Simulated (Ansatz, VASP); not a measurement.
# Cross-check of Ge2H (Ge(100) slab, H on the bottom face, dimerised) between VASP and Ansatz, part 2 of 2

Aim: how closely do two programs agree when they are given the same cell, functional and k mesh? Of the first pair: The structure shown is the start of the Ansatz relaxation below; VASP solves that cell, so the two are compared at the walk's first step.

VASP 6.6.1 and Ansatz 0.2.0.

So far: The starting structure; Ansatz: relaxation, PBE.

## (3) VASP: single point, PBE, start cell, pair 1

Level of this step: PBE; plane waves and PAW (Ge_d, H) (VASP).

The same cell, functional, mesh and smearing now go to VASP, with its own data sets.

Lines of VASP's logs that name or quote its potential files are left out, and so is its time.

Contents of INCAR:

```
SYSTEM = Ge2H
PREC = Accurate
ENCUT = 410
EDIFF = 1E-06
NELM = 120
ISMEAR = -1
SIGMA = 0.05
LREAL = Auto
ALGO = Normal
GGA = PE
NBANDS = 272
LORBIT = 11
LWAVE = .FALSE.
LCHARG = .FALSE.
ISIF = 2
LASPH = .TRUE.
GGA_COMPAT = .FALSE.
EFERMI = MIDGAP
KPAR = 2
```

Contents of POSCAR:

```
Ge2H
1.0
   16.0032400000      0.0000000000      0.0000000000
    0.0000000000      8.0016200000      0.0000000000
    0.0000000000      0.0000000000     15.1268500000
Ge H
32 16
Direct
    0.1260619725      0.2505117714      0.3877608359
    0.0000499899      0.2501618422      0.4799875718
    0.0004499089      0.4996738161      0.5751693181
    0.1259994851      0.0981051337      0.6684075006
    0.1243873116      0.7516977812      0.3916479637
    0.0018621229      0.7553845346      0.4800999547
    0.0027181996      0.9977354586      0.5764187521
    0.1252121445      0.4035057901      0.6240228468
    0.3743304481      0.2504867764      0.3895986276
    0.2512616195      0.2544734691      0.4810188506
    0.2513303556      0.5004111667      0.5783821483
    0.3782484047      0.0951807259      0.6231171724
    0.3778672319      0.7532724623      0.3867295570
    0.2503930454      0.7460614226      0.4832400665
    0.2515303151      0.9959108281      0.5776681860
    0.3781484249      0.4026684596      0.6697428744
    0.6258170221      0.2494619839      0.3908216185
    0.5019671017      0.2512241271      0.4822881168
    0.5033605695      0.5006736136      0.5765311350
    0.6276104089      0.0989674591      0.6683876683
    0.6280978102      0.7511728875      0.3880384879
    0.5015984263      0.7494982266      0.4807411986
    0.5014172130      0.9947235685      0.5759427772
    0.6248172245      0.4002939405      0.6237518056
    0.8762788035      0.2478248155      0.3871790888
    0.7512603698      0.2506242486      0.4827574809
    0.7522726648      0.4956371335      0.5764385844
    0.8753789858      0.0958555892      0.6233287168
    0.8748228484      0.7471237074      0.3896118491
    0.7508604508      0.7537848586      0.4827310379
    0.7517977610      0.9980603928      0.5750899890
    0.8785970841      0.4039307040      0.6691016305
    0.1269930339      0.0948182993      0.3304984184
    0.1284927302      0.4075924625      0.3298902283
    0.1273492118      0.9042418910      0.3293283136
    0.1268118206      0.5918676468      0.3286672374
    0.3754677178      0.0897943167      0.3297117377
    0.3765799926      0.4061677510      0.3305513045
    0.3762925508      0.5982538536      0.3300026113
    0.3757614083      0.9011800110      0.3332815490
    0.6278291146      0.4041556585      0.3312388237
    0.6262294385      0.0974302704      0.3309082856
    0.6272229873      0.5882558782      0.3311330515
    0.6273729570      0.9041419113      0.3293217028
    0.8756289351      0.0953556905      0.3321577196
    0.8758601383      0.4032183483      0.3305711368
    0.8767099662      0.9078911520      0.3300885512
    0.8760413516      0.5958418420      0.3312983205
```

Contents of KPOINTS:

```
Automatic mesh
0
Gamma
1 2 1
0 0 0
```

PAW data sets: Ge_d and H (PBE family, release 64).

The run is started by

```bash
mpirun -np 8 vasp_std
```

Numbers of over 12 decimals in the logs are rounded to 6 here.

Log:

```text
[banner, memory and clock lines left out]
running    8 mpi-ranks, on    1 nodes
[...]
|                                                                             |
|           W    W    AA    RRRRR   N    N  II  N    N   GGGG   !!!           |
|           W    W   A  A   R    R  NN   N  II  NN   N  G    G  !!!           |
|           W    W  A    A  R    R  N N  N  II  N N  N  G       !!!           |
|           W WW W  AAAAAA  RRRRR   N  N N  II  N  N N  G  GGG   !            |
|           WW  WW  A    A  R   R   N   NN  II  N   NN  G    G                |
|           W    W  A    A  R    R  N    N  II  N    N   GGGG   !!!           |
|                                                                             |
|     For optimal performance we recommend to set                             |
|       NCORE = 2 up to number-of-cores-per-socket                            |
|     NCORE specifies how many cores store one orbital (NPAR=cpu/NCORE).      |
|     This setting can greatly improve the performance of VASP for DFT.       |
|     The default, NCORE=1 might be grossly inefficient on modern             |
|     multi-core architectures or massively parallel machines. Do your        |
|     Unfortunately you need to use the default for GW and RPA                |
|     calculations (for HF NCORE is supported but not extensively tested      |
|     yet).                                                                   |
|                                                                             |

 LDA part: xc-table for (Slater+PW92), standard interpolation
 POSCAR, INCAR and KPOINTS ok, starting setup
[...]
entering main loop
       N       E                     dE             d eps       ncg     rms          rms(c)
DAV:   1     0.581244794782E+04    0.58124E+04   -0.19626E+05  1224   0.281E+03
DAV:   2     0.107288673842E+04   -0.47396E+04   -0.46113E+04  1320   0.690E+02
DAV:   3    -0.618725305118E+02   -0.11348E+04   -0.10902E+04  1384   0.239E+02
DAV:   4    -0.183773818923E+03   -0.12190E+03   -0.11971E+03  1296   0.888E+01
[...]
DAV:  23    -0.182649979708E+03   -0.24245E-05   -0.76707E-07   720   0.878E-03    0.437E-04
DAV:  24    -0.182649980720E+03   -0.10118E-05   -0.40185E-07   728   0.448E-03    0.271E-04
DAV:  25    -0.182649981190E+03   -0.46972E-06   -0.35227E-07   688   0.376E-03
   1 F= -.18264998E+03 E0= -.18256868E+03  d E =-.162600E+00
```

From OUTCAR (step 3):

```text
  Total       35.0274325     30.9270999     12.4779749     -0.7708823      1.3559388      0.0109016
  in kB       28.9724049     25.5808775     10.3209661     -0.6376235      1.1215440      0.0090171
  external PRESSURE =      21.6247495 kB  Pullay stress =       0.0000000 kB

 POSITION                                       TOTAL-FORCE (eV/Angst)
 -----------------------------------------------------------------------------------
      2.01740      2.00450      5.86560         0.041571     -0.101506      0.345887
      0.00080      2.00170      7.26070         0.181068     -0.111353     -0.493894
      0.00720      3.99820      8.70050        -1.514585      0.725003     -0.402186
      2.01640      0.78500     10.11090         0.101836     -0.364201      0.370671
      1.99060      6.01480      5.92440         0.583374     -0.572057     -0.794703
      0.02980      6.04430      7.26240        -0.557907     -0.489959      0.459646
      0.04350      7.98350      8.71940         1.215325     -0.011051     -0.014670
      2.00380      3.22870      9.43950         0.102073     -1.133896      0.699542
      5.99050      2.00430      5.89340         0.464589     -0.145488     -0.253513
      4.02100      2.03620      7.27630        -0.324791     -0.432098     -0.253792
      4.02210      4.00410      8.74910         1.647760      0.339347     -0.021106
      6.05320      0.76160      9.42580        -0.505131      1.211005      0.743958
      6.04710      6.02740      5.85000        -0.390788     -1.418381      1.763208
      4.00710      5.96970      7.30990         0.312531      0.201140     -0.202570
[...]
-----------------------------------------------------------------------------------
    total drift:                               -0.020977     -0.002468     -0.000385

  FREE ENERGIE OF THE ION-ELECTRON SYSTEM (eV)
  ---------------------------------------------------
  free  energy   TOTEN  =      -182.6499811899 eV

  energy  without entropy=     -182.4873813002  energy(sigma->0) =     -182.56868125

[... 3 further parts left out ...]
[key lines of the parts left out:]
E-fermi :  -0.9911
```

## (4) Comparison

Known differences besides the potentials themselves: the cutoff is 420 eV in Ansatz and 410 eV in VASP (PREC = Accurate, projectors in real space). Total energies have different zeros and are not compared.

Forces on 8 of the 48 atoms, those with the largest forces and the largest differences (eV/Å; atoms numbered as in POSCAR):

```csv
atom,"Ansatz x, y, z","VASP x, y, z"
Ge3,"-1.528, 0.730, -0.406","-1.515, 0.725, -0.402"
Ge11,"1.661, 0.343, -0.023","1.648, 0.339, -0.021"
Ge13,"-0.393, -1.435, 1.813","-0.391, -1.418, 1.763"
Ge19,"-2.273, 0.771, -0.291","-2.259, 0.764, -0.288"
Ge23,"1.952, -0.218, -0.112","1.937, -0.215, -0.112"
Ge31,"-1.833, -0.189, 0.076","-1.820, -0.183, 0.078"
H40,"-0.023, 1.513, -1.193","-0.021, 1.465, -1.162"
H45,"0.007, -0.724, -0.767","0.008, -0.688, -0.746"
```

The forces differ by 13 meV/Å r.m.s., which is 2.1 % of the r.m.s. force of 0.628 eV/Å (both taken over all components). With vacuum in the cell, a pressure given here is an average over mostly empty space and none of the material.

## (5) Ansatz: relaxation, PBE

This run makes the geometry at which the two programs are then compared.

The structure compared here is the end of the Ansatz relaxation.

Contents of input.yaml:

```yaml
crystal:
  lattice:
    - [16.00324, 0.0, 0.0]
    - [0.0, 8.00162, 0.0]
    - [0.0, 0.0, 15.12685]
  atoms:
    - { symbol: Ge, position: [0.12606, 0.25051, 0.38776] }
    - { symbol: Ge, position: [5.0e-05, 0.25016, 0.47999] }
    - { symbol: Ge, position: [0.00045, 0.49968, 0.57517] }
    - { symbol: Ge, position: [0.126, 0.0981, 0.66841] }
    - { symbol: Ge, position: [0.12439, 0.7517, 0.39165] }
    - { symbol: Ge, position: [0.00186, 0.75539, 0.4801] }
    - { symbol: Ge, position: [0.00272, 0.99774, 0.57642] }
    - { symbol: Ge, position: [0.12521, 0.4035, 0.62402] }
    - { symbol: Ge, position: [0.37433, 0.25049, 0.3896] }
    - { symbol: Ge, position: [0.25126, 0.25447, 0.48102] }
    - { symbol: Ge, position: [0.25133, 0.50041, 0.57838] }
    - { symbol: Ge, position: [0.37825, 0.09518, 0.62312] }
    - { symbol: Ge, position: [0.37787, 0.75327, 0.38673] }
    - { symbol: Ge, position: [0.25039, 0.74606, 0.48324] }
    - { symbol: Ge, position: [0.25153, 0.99591, 0.57767] }
    - { symbol: Ge, position: [0.37815, 0.40267, 0.66974] }
    - { symbol: Ge, position: [0.62582, 0.24946, 0.39082] }
    - { symbol: Ge, position: [0.50197, 0.25122, 0.48229] }
    - { symbol: Ge, position: [0.50336, 0.50067, 0.57653] }
    - { symbol: Ge, position: [0.62761, 0.09897, 0.66839] }
    - { symbol: Ge, position: [0.6281, 0.75117, 0.38804] }
    - { symbol: Ge, position: [0.5016, 0.7495, 0.48074] }
    - { symbol: Ge, position: [0.50142, 0.99472, 0.57594] }
    - { symbol: Ge, position: [0.62482, 0.40029, 0.62375] }
    - { symbol: Ge, position: [0.87628, 0.24782, 0.38718] }
    - { symbol: Ge, position: [0.75126, 0.25063, 0.48276] }
    - { symbol: Ge, position: [0.75227, 0.49564, 0.57644] }
    - { symbol: Ge, position: [0.87538, 0.09586, 0.62333] }
    - { symbol: Ge, position: [0.87482, 0.74712, 0.38961] }
    - { symbol: Ge, position: [0.75086, 0.75378, 0.48273] }
    - { symbol: Ge, position: [0.7518, 0.99806, 0.57509] }
    - { symbol: Ge, position: [0.8786, 0.40393, 0.6691] }
    - { symbol: H, position: [0.12699, 0.09482, 0.3305] }
    - { symbol: H, position: [0.12849, 0.40759, 0.32989] }
    - { symbol: H, position: [0.12735, 0.90424, 0.32933] }
    - { symbol: H, position: [0.12681, 0.59187, 0.32867] }
    - { symbol: H, position: [0.37547, 0.08979, 0.32971] }
    - { symbol: H, position: [0.37658, 0.40617, 0.33055] }
    - { symbol: H, position: [0.37629, 0.59826, 0.33] }
    - { symbol: H, position: [0.37576, 0.90118, 0.33328] }
    - { symbol: H, position: [0.62783, 0.40416, 0.33124] }
    - { symbol: H, position: [0.62623, 0.09743, 0.33091] }
    - { symbol: H, position: [0.62722, 0.58825, 0.33113] }
    - { symbol: H, position: [0.62737, 0.90414, 0.32932] }
    - { symbol: H, position: [0.87563, 0.09536, 0.33216] }
    - { symbol: H, position: [0.87586, 0.40322, 0.33057] }
    - { symbol: H, position: [0.87671, 0.90789, 0.33009] }
    - { symbol: H, position: [0.87604, 0.59584, 0.3313] }
kpoints:
  mp_grid: { grid: [1, 2, 1] }
hamiltonian:
  xc: pbe
scf:
  occupations: { method: fermi_dirac, width: 0.05 }
output:
  forces: true
relax:
  f_tol: 0.05
  max_steps: 110
  constraints:
    - { sites: [0, 4, 8, 12, 16, 20, 24, 28, 32, 33, 34, 35, 36, 37, 38, 39, 40, 41, 42, 43, 44, 45, 46, 47], fix: xyz }
```

The run is started by

```bash
ansatz run input.yaml --threads 8 --pin off --max-ram 15872MiB --backend cpu --events-out ev --progress --plain --runs-dir out
```

Log:

```text
[...]
Crystal: 48 atoms, lattice volume = 1937.021 Å³
Basis set: ecut = 420 eV, 37849 PW (Γ), exchange–correlation on 216×108×216 points (8 copies of the dense FFT grid, shifted against one another)
Bands: 280, of which v1, the nominal top of the filled ones, is band 232 counted from 1 (231 counted from 0)
Symmetry: 1 space group operations
[...]
k-points: 2
[...]
- { symbol: H, position: [0.12681, 0.591870, 0.32867] }
    - { symbol: H, position: [0.37547, 0.08979, 0.32971] }
    - { symbol: H, position: [0.37658, 0.406170, 0.33055] }
    - { symbol: H, position: [0.37629, 0.59826, 0.330000] }
    - { symbol: H, position: [0.37576, 0.90118, 0.33328] }
[...]
- { symbol: H, position: [0.87563, 0.09536, 0.33216] }
    - { symbol: H, position: [0.87586, 0.40322, 0.330570] }
    - { symbol: H, position: [0.87671, 0.90789, 0.33009] }
    - { symbol: H, position: [0.87604, 0.59584, 0.3313] }
[key lines of the parts left out:]
SCF converged after 7 iterations
Free energy (F): -137679.562581 eV
Fermi energy:    0.471775 eV
```

## (6) VASP: single point, PBE, relaxed cell, pair 2

The same cell, functional, mesh and smearing now go to VASP, with its own data sets.

INCAR is that of step 3.

Contents of POSCAR:

```
Ge2H
1.0
   16.0032400000      0.0000000000      0.0000000000
    0.0000000000      8.0016200000      0.0000000000
    0.0000000000      0.0000000000     15.1268500000
Ge H
32 16
Direct
    0.1260600000      0.2505100000      0.3877600000
    0.0007800000      0.2484300000      0.4767900000
    0.0025100000      0.4877100000      0.5780500000
    0.1228000000      0.0712400000      0.6927600000
    0.1243900000      0.7517000000      0.3916500000
    0.9997400000      0.7487200000      0.4878800000
    0.0055800000      0.0078700000      0.5800400000
    0.1368600000      0.3712500000      0.6321400000
    0.3743300000      0.2504900000      0.3896000000
    0.2492600000      0.2509900000      0.4817800000
    0.2689500000      0.4997500000      0.5858800000
    0.3737700000      0.1281900000      0.6334800000
    0.3778700000      0.7532700000      0.3867300000
    0.2530500000      0.7515800000      0.4873700000
    0.2405800000      0.0047800000      0.5846800000
    0.3873800000      0.4292300000      0.6930400000
    0.6258200000      0.2494600000      0.3908200000
    0.4997500000      0.2490800000      0.4784900000
    0.5022700000      0.4915900000      0.5775600000
    0.6223200000      0.0726400000      0.6928400000
    0.6281000000      0.7511700000      0.3880400000
    0.5027400000      0.7507500000      0.4850700000
    0.5055900000      0.0067600000      0.5803900000
    0.6356000000      0.3718400000      0.6318000000
    0.8762800000      0.2478200000      0.3871800000
    0.7517000000      0.2509300000      0.4809900000
    0.7685900000      0.4976200000      0.5860300000
    0.8738700000      0.1288800000      0.6339500000
    0.8748200000      0.7471200000      0.3896100000
    0.7517400000      0.7512900000      0.4896400000
    0.7405100000      0.0067600000      0.5855500000
    0.8873300000      0.4291300000      0.6936200000
    0.1269900000      0.0948200000      0.3305000000
    0.1284900000      0.4075900000      0.3298900000
    0.1273500000      0.9042400000      0.3293300000
    0.1268100000      0.5918700000      0.3286700000
    0.3754700000      0.0897900000      0.3297100000
    0.3765800000      0.4061700000      0.3305500000
    0.3762900000      0.5982600000      0.3300000000
    0.3757600000      0.9011800000      0.3332800000
    0.6278300000      0.4041600000      0.3312400000
    0.6262300000      0.0974300000      0.3309100000
    0.6272200000      0.5882500000      0.3311300000
    0.6273700000      0.9041400000      0.3293200000
    0.8756300000      0.0953600000      0.3321600000
    0.8758600000      0.4032200000      0.3305700000
    0.8767100000      0.9078900000      0.3300900000
    0.8760400000      0.5958400000      0.3313000000
```

KPOINTS is that of step 3.

The run is started by

```bash
mpirun -np 8 vasp_std
```

Log:

```text
[banner, memory and clock lines left out]
running    8 mpi-ranks, on    1 nodes
[...]
[... a notice as in an earlier step ...]

 LDA part: xc-table for (Slater+PW92), standard interpolation
 POSCAR, INCAR and KPOINTS ok, starting setup
[...]
entering main loop
       N       E                     dE             d eps       ncg     rms          rms(c)
DAV:   1     0.576284677542E+04    0.57628E+04   -0.19522E+05  1208   0.280E+03
DAV:   2     0.106890422753E+04   -0.46939E+04   -0.45709E+04  1312   0.685E+02
DAV:   3    -0.603856809001E+02   -0.11293E+04   -0.10846E+04  1344   0.238E+02
DAV:   4    -0.185777348615E+03   -0.12539E+03   -0.12287E+03  1336   0.892E+01
[...]
DAV:  22    -0.184883883920E+03   -0.30864E-05   -0.14100E-06   808   0.115E-02    0.517E-04
DAV:  23    -0.184883884982E+03   -0.10621E-05   -0.48379E-07   720   0.483E-03    0.265E-04
DAV:  24    -0.184883885496E+03   -0.51389E-06   -0.34543E-07   704   0.355E-03
   1 F= -.18488389E+03 E0= -.18487066E+03  d E =-.264468E-01
```

Parts of OUTCAR (step 6):

```text
  Total        5.5380290     20.1584937      0.7744040      2.0997468     -1.0020693     -0.1247549
  in kB        4.5806959     16.6737896      0.6405365      1.7367735     -0.8288463     -0.1031891
  external PRESSURE =       7.2983407 kB  Pullay stress =       0.0000000 kB

 POSITION                                       TOTAL-FORCE (eV/Angst)
 -----------------------------------------------------------------------------------
      2.01737      2.00449      5.86559        -0.020295      0.058173      0.026027
      0.01248      1.98784      7.21233         0.023635     -0.013537     -0.027570
      0.04017      3.90247      8.74408         0.007040      0.031857     -0.000097
      1.96520      0.57004     10.47928         0.002591      0.019225      0.015175
      1.99064      6.01482      5.92443         0.228791     -0.671173      0.016263
     15.99908      5.99097      7.38009         0.002374      0.004377      0.019175
      0.08930      0.06297      8.77418         0.001879      0.020771     -0.034686
      2.19020      2.97060      9.56229        -0.007921     -0.023269      0.017947
      5.99049      2.00433      5.89342        -0.021338     -0.340762     -0.436151
      3.98897      2.00833      7.28781         0.024555      0.001715     -0.024683
      4.30407      3.99881      8.86252         0.013395     -0.006785      0.000020
      5.98153      1.02573      9.58256        -0.024437      0.026623      0.033406
      6.04714      6.02738      5.85001        -0.027989     -1.230784      2.090059
      4.04962      6.01386      7.37237        -0.006533      0.001455     -0.009231
[...]
-----------------------------------------------------------------------------------
    total drift:                                0.006783     -0.001599      0.003226

  FREE ENERGIE OF THE ION-ELECTRON SYSTEM (eV)
  ---------------------------------------------------
  free  energy   TOTEN  =      -184.8838854960 eV

  energy  without entropy=     -184.8574386869  energy(sigma->0) =     -184.87066209

[... 2 parts as in an earlier step ...]

[... 1 further part left out ...]
[key lines of the parts left out:]
E-fermi :  -0.8916
```

## (7) Comparison

Both answers:

```csv
quantity,Ansatz,VASP,difference
gap on the k mesh (eV),0.287,0.287,0.000
```

Forces on 7 of the 48 atoms, those with the largest forces and the largest differences (eV/Å; atoms numbered as in POSCAR):

```csv
atom,"Ansatz x, y, z","VASP x, y, z"
Ge13,"-0.028, -1.249, 2.140","-0.028, -1.231, 2.090"
Ge21,"-0.076, -0.725, 0.783","-0.075, -0.722, 0.755"
Ge25,"-0.150, 0.649, 0.747","-0.152, 0.648, 0.709"
Ge29,"0.154, 1.078, 0.758","0.155, 1.069, 0.729"
H36,"-0.036, 0.667, 0.392","-0.037, 0.684, 0.403"
H40,"-0.008, 1.530, -1.228","-0.007, 1.481, -1.196"
H45,"-0.084, -0.732, -0.784","-0.084, -0.698, -0.763"
```

The forces differ by 13 meV/Å r.m.s., which is 3.8 % of the r.m.s. force of 0.354 eV/Å (both taken over all components). A gap on the mesh is an upper bound, since the band edges may lie between its points. With vacuum in the cell, a pressure given here is an average over mostly empty space and none of the material.

## (8) Outcome

```json
{
 "r.m.s. force difference (single point, PBE, start cell, pair 1)": "2.1 % of the r.m.s. force",
 "r.m.s. force difference (single point, PBE, relaxed cell, pair 2)": "3.8 % of the r.m.s. force"
}
```

The r.m.s. force difference is 3.8 % of the r.m.s. force (single point, PBE, relaxed cell, pair 2), beyond the 3 % picked in this series as the mark of a large difference. What causes the difference of the single point, PBE, relaxed cell, pair 2 pair stays open here. Such differences can come from data sets, numerical settings and the points named under the comparisons, not from the functional's error against experiment.

[Lines on the potential files, build, host, timing and source positions are cut from VASP's logs without a mark.]

[Logs are printed without paths, hosts, clocks, repeated set-up lines and the standing remarks that a program may print on its own settings, such as how far it seeks lower states.]

[Hosts, paths, dates, database ids (printed as entryN), source tags and the programs' standing remarks are cut or masked in the printed files.]
